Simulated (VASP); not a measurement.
A run of VASP 6.6.1:

POSCAR

```
IrS
1.0
    3.4896986500      0.0000000000      0.0000000000
   -1.7448493200      3.0221676800      0.0000000000
    0.0000000000      0.0000000000      4.3456873700
Ir S
1 1
Direct
    0.0000000000      0.0000000000      0.5000000000
    0.6666666700      0.3333333300      0.0000000000
```

INCAR.step1

```
ALGO     = Normal         # electronic algorithm
EDIFF    = 1E-5           # SCF threshold, eV
ENCUT    = 520            # plane-wave cutoff, eV
GGA      = PE             # functional
ISIF     = 2              # what is computed and relaxed
ISMEAR   = -1             # smearing method
LASPH    = True           # aspherical terms in the spheres
LCHARG   = False          # write CHGCAR
LREAL    = False          # projectors in reciprocal space
LWAVE    = True           # write WAVECAR
NELM     = 60             # most SCF steps
PREC     = Accurate       # precision mode
SIGMA    = 0.05           # smearing width, eV
```

The input INCAR.step2:

```
AEXX     = 0.15           # exact-exchange fraction
ALGO     = Normal         # electronic algorithm
EDIFF    = 1E-6           # SCF threshold, eV
ENCUT    = 520            # plane-wave cutoff, eV
GGA      = PE             # functional
HFRCUT   = -1           
ISIF     = 2              # what is computed and relaxed
ISMEAR   = -1             # smearing method
ISTART   = 1            
LASPH    = True           # aspherical terms in the spheres
LCHARG   = False          # write CHGCAR
LHFCALC  = True           # exact exchange
LREAL    = False          # projectors in reciprocal space
LWAVE    = False          # write WAVECAR
NELM     = 60             # most SCF steps
PREC     = Accurate       # precision mode
PRECFOCK = Fast         
SIGMA    = 0.05           # smearing width, eV
```

File KPOINTS:

```
k-points
0
Gamma
  5 5 3
```

Potentials or basis: VASP PAW PBE potentials, release 64 (Ir, S).

Launch:

```bash
$ cat potpaw_PBE.64/Ir/POTCAR potpaw_PBE.64/S/POTCAR > POTCAR
$ cp INCAR.step1 INCAR
$ mpirun -np 1 vasp_std > vasp.out
$ cp INCAR.step2 INCAR
$ mpirun -np 1 vasp_std > vasp.out
```

Hardware: 1 thread of Intel(R) Xeon(R) 6975P-C (Granite Rapids), with other jobs on the host.

Q: How long does it take, and how much memory?

A: Run time: 89 s on 1 thread of Intel(R) Xeon(R) 6975P-C (Granite Rapids) (shared host), peak memory 0.17 GiB. Counts: scf iterations 9, k points 10.
